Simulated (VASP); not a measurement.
Data:

```
CELL_PARAMETERS angstrom
     -1.62737     1.62737     1.62737
      1.62737    -1.62737     1.62737
      1.62737     1.62737    -1.62737
ATOMIC_POSITIONS crystal
  Nb 0.00000 0.00000 0.00000
```

The numbers are results of optB86b-vdW, VASP's PBE PAW potentials (set 64) (plane waves; VASP), not measurements. Settings: 520 eV cut-off, 16×16×16 Γ-centred mesh, first-order Methfessel-Paxton smearing of 0.10 eV, potentials Nb_sv.

Task: Give the stress tensor in GPa (positive for a compressed cell).

Result: 
```
5.43  0.00  0.00
0.00  5.43  0.00
0.00  0.00  5.43
```
The pressure is its mean diagonal, 5.43 GPa.

The compound is Nb in the bcc structure. This cell is one point of a volume scan, at 0.97 of the reference volume.
